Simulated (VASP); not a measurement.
Runs of VASP 6.6.1 on GaAs. It takes space group F-43m (No. 216, cubic). The conventional cell has a = 5.727 Å, b = 5.727 Å, c = 5.727 Å, α = 90.00°, β = 90.00°, γ = 90.00°. Ga (site symmetry -43m) has 4 As at 2.48 Å as nearest neighbours. As (site symmetry -43m) has 4 Ga at 2.48 Å as nearest neighbours. The cell was built by a generator and isn't the measured one.

```csv
level,potentials or basis,pressure (GPa),moment (μB)
LDA,"VASP PAW LDA potentials, release 64 (Ga_d, As)",-3.9,0.00
r2SCAN,"VASP PAW PBE potentials, release 64 (Ga_d, As)",-2.1,0.00
TB-mBJ,"VASP PAW PBE potentials, release 64 (Ga_d, As)",-,0.00
PBE,"VASP PAW PBE potentials, release 64 (Ga_d, As)",(a),0.00
```

Alike in all rows: task single point; spin non-collinear, zero start, SOC; cell as given; k mesh 8 × 8 × 8; cutoff (eV) 520; smearing gaussian 0.02 eV.

Q: Estimate the missing entries.

A: (a) 0.7.

Caveats: the PAW data sets were made with another functional, which shifts forces and pressure a little (some runs).

Not every run made on this cell is shown here.
